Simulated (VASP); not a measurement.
```xyz
1
Lattice="-3.0747 3.0747 3.0747 3.0747 -3.0747 3.0747 3.0747 3.0747 -3.0747" Properties=species:S:1:pos:R:3 pbc="T T T"
Cs     0.0000     0.0000     0.0000
```

The numbers are results of PBE GGA, VASP's PBE PAW potentials (set 64) (plane waves; VASP 6.6.1), not measurements. Numerical set-up: 520 eV cut-off, 8×8×8 Γ-centred mesh, first-order Methfessel-Paxton smearing of 0.10 eV, potentials Cs_sv.

Unless said otherwise, spin-orbit coupling is left out, though it shifts the bands of the heavy elements here.

Problem. What does the run give for the energy per atom (σ→0), band gap (on the k-mesh) with the smallest direct gap where there is one?

Solution. 
* **band gap (on the k-mesh)**: none (metal, semimetal or under 0.01 eV)
* **energy per atom (σ→0)**: -0.844 eV/atom

The absolute energy has meaning only against runs of the same code, potentials and settings.

The compound is Cs in the bcc structure. It was relaxed first. The start is the result of an earlier pass.
